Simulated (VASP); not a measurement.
```
Ni3Si
1.0
    3.32461     0.00000     0.00000
    0.00000     3.32461     0.00000
    0.00000     0.00000     3.32461
Si Ni
1 3
Direct
  0.00000   0.00000   0.00000
  0.00000   0.50000   0.50000
  0.50000   0.00000   0.50000
  0.50000   0.50000   0.00000
```

All values below come from LDA (Ceperley-Alder, Perdew-Zunger), VASP's LDA PAW potentials (set 64) (plane waves; VASP). Run with 500 eV cut-off, 9×9×9 Γ-centred mesh, first-order Methfessel-Paxton smearing of 0.10 eV, potentials Si Ni.

Problem. What does the run give for the energy per atom (σ→0), pressure, band gap (on the k-mesh) with the smallest direct gap where there is one?

Solution. 
The band gap (on the k-mesh) comes out as none (metal, semimetal or under 0.01 eV) and the energy per atom (σ→0) is -6.905 eV/atom. The pressure comes out as 29.73 GPa.

The compound is Ni3Si in the L1_2 structure. It was relaxed first under an external pressure of 30 GPa. The run is not spin-polarised, so no magnetic state was tried.
